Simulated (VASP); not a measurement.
Input:

```yaml
crystal:
  lattice:
    - [0.00000, 3.09755, 3.09755]
    - [3.09755, 0.00000, 3.09755]
    - [3.09755, 3.09755, 0.00000]
  atoms:
    - { symbol: Ga, position: [0.00000, 0.00000, 0.00000] }
    - { symbol: Sb, position: [0.25000, 0.25000, 0.25000] }
```

These are vdW-DF-cx, VASP's PBE PAW potentials (set 64) (plane waves; VASP) values and carry that method's errors. Numerical set-up: 520 eV cut-off, 10×10×10 Γ-centred mesh, first-order Methfessel-Paxton smearing of 0.10 eV, potentials Ga_d Sb.

Q: Give the stress tensor in GPa (positive for a compressed cell).

A: 
```
-1.44   0.00   0.00
 0.00  -1.44   0.00
 0.00   0.00  -1.44
```
The pressure is its mean diagonal, -1.44 GPa.

The compound is GaSb in the zinc blende structure. This cell is one point of a volume scan, at 1.03 of the reference volume.
